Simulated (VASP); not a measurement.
Output of a VASP run:

**OSZICAR**
```
       N       E                     dE             d eps       ncg     rms          rms(c)
DAV:   1     0.507277442518E+02    0.50728E+02   -0.65728E+03   856   0.110E+03
DAV:   2    -0.163991110169E+02   -0.67127E+02   -0.60258E+02   996   0.194E+02
DAV:   3    -0.180851338842E+02   -0.16860E+01   -0.16709E+01  1060   0.308E+01
DAV:   4    -0.180935748351E+02   -0.84410E-02   -0.84395E-02   952   0.264E+00
DAV:   5    -0.180936550017E+02   -0.80167E-04   -0.80165E-04  1072   0.265E-01    0.125E+01
DAV:   6    -0.585655056004E+01    0.12237E+02   -0.58206E+00   840   0.257E+01    0.507E+00
DAV:   7    -0.600938035971E+01   -0.15283E+00   -0.85149E-01   840   0.877E+00    0.250E+00
DAV:   8    -0.551128914442E+01    0.49809E+00   -0.16363E+00   852   0.133E+01    0.200E+00
DAV:   9    -0.576404679456E+01   -0.25276E+00   -0.55610E-01   920   0.847E+00    0.410E-01
DAV:  10    -0.576284799799E+01    0.11988E-02   -0.96229E-03  1000   0.113E+00    0.378E-01
DAV:  11    -0.576414796635E+01   -0.13000E-02   -0.29205E-02   940   0.182E+00    0.157E-01
DAV:  12    -0.576470588320E+01   -0.55792E-03   -0.11312E-03   944   0.387E-01    0.786E-02
DAV:  13    -0.576477814137E+01   -0.72258E-04   -0.61002E-05  1032   0.717E-02    0.610E-02
DAV:  14    -0.576492514681E+01   -0.14701E-03   -0.24272E-04   944   0.157E-01    0.358E-02
DAV:  15    -0.576494517417E+01   -0.20027E-04   -0.26923E-05   948   0.581E-02    0.318E-02
DAV:  16    -0.576492031496E+01    0.24859E-04   -0.93000E-05   920   0.107E-01    0.129E-02
DAV:  17    -0.576493833509E+01   -0.18020E-04   -0.88554E-06   900   0.408E-02    0.873E-03
DAV:  18    -0.576493852489E+01   -0.18980E-06   -0.52860E-06   924   0.249E-02    0.357E-03
DAV:  19    -0.576493950195E+01   -0.97706E-06   -0.95486E-07   904   0.112E-02    0.343E-03
DAV:  20    -0.576493843978E+01    0.10622E-05   -0.19071E-07   804   0.649E-03    0.804E-04
DAV:  21    -0.576493876444E+01   -0.32465E-06   -0.42746E-08   492   0.310E-03    0.493E-04
DAV:  22    -0.576493857804E+01    0.18640E-06   -0.53119E-09   500   0.948E-04    0.361E-05
DAV:  23    -0.576493859836E+01   -0.20320E-07   -0.63541E-10   496   0.324E-04
   1 F= -.57649386E+01 E0= -.57654205E+01  d E =0.144565E-02
```

**OUTCAR**
```
------------------------ aborting loop because EDIFF is reached ----------------------------------------
  FORCE on cell =-STRESS in cart. coord.  units (eV):
  Direction    XX          YY          ZZ          XY          YZ          ZX
  --------------------------------------------------------------------------------------
  Total       -0.0133207     -0.0133207     -0.0133207     -0.0000000     -0.0000000      0.0000000
  in kB       -0.4168882     -0.4168882     -0.4168882     -0.0000000     -0.0000000      0.0000000
  external PRESSURE =      -0.4168882 kB  Pullay stress =       0.0000000 kB
  volume of cell :       51.19
      direct lattice vectors                 reciprocal lattice vectors
     0.000000000  2.947108478  2.947108478    -0.169657820  0.169657820  0.169657820
     2.947108478  0.000000000  2.947108478     0.169657820 -0.169657820  0.169657820
     2.947108478  2.947108478  0.000000000     0.169657820  0.169657820 -0.169657820
 POSITION                                       TOTAL-FORCE (eV/Angst)
 -----------------------------------------------------------------------------------
      1.47355      1.47355      1.47355        -0.000000     -0.000000     -0.000000
      4.42066      4.42066      4.42066         0.000000      0.000000      0.000000
      0.00000      0.00000      0.00000        -0.000000      0.000000     -0.000000
 -----------------------------------------------------------------------------------
    total drift:                                0.000000     -0.000000      0.000000
  FREE ENERGIE OF THE ION-ELECTRON SYSTEM (eV)
  ---------------------------------------------------
  free  energy   TOTEN  =        -5.7649385984 eV

  energy  without entropy=       -5.7663842519  energy(sigma->0) =       -5.76542048
```
(Selected blocks of OUTCAR.)

**POSCAR**
```
PtAl2
1
    0.0000000000     2.9471084779     2.9471084779
    2.9471084779     0.0000000000     2.9471084779
    2.9471084779     2.9471084779     0.0000000000
Al Pt
2 1
Direct
  0.2500000000   0.2500000000   0.2500000000
  0.7500000000   0.7500000000   0.7500000000
  0.0000000000   0.0000000000   0.0000000000
```

Write an INCAR and KPOINTS that could have produced this output.

This is not unique; one that fits is the input of the run itself, MS2 meta-GGA, plane waves, VASP's PBE PAW potentials (set 64).

### KPOINTS
```
K-points
0
gamma
9 9 9
```

INCAR:
```
LWAVE = .FALSE.
ENCUT = 520   ! plane-wave cut-off (eV)
LCHARG = .FALSE.
ISMEAR = 1
ALGO = Normal   ! blocked Davidson
LMAXMIX = 6   ! l cut-off of mixed one-centre charges
NELM = 100   ! most electronic steps
ISIF = 2   ! forces and stress, cell fixed
LREAL = .FALSE.   ! projection in real space or not
PREC = Accurate
LASPH = .TRUE.   ! aspherical one-centre terms
METAGGA = MS2
LMIXTAU = .TRUE.
EDIFF = 1E-7   ! SCF stop (eV)
SIGMA = 0.1   ! width (eV)
SYSTEM = PtAl2
```

POTCAR, in this order: Al Pt (PBE.64 set). Program: vasp_std.

The compound is PtAl2 in the fluorite structure. It was relaxed first.
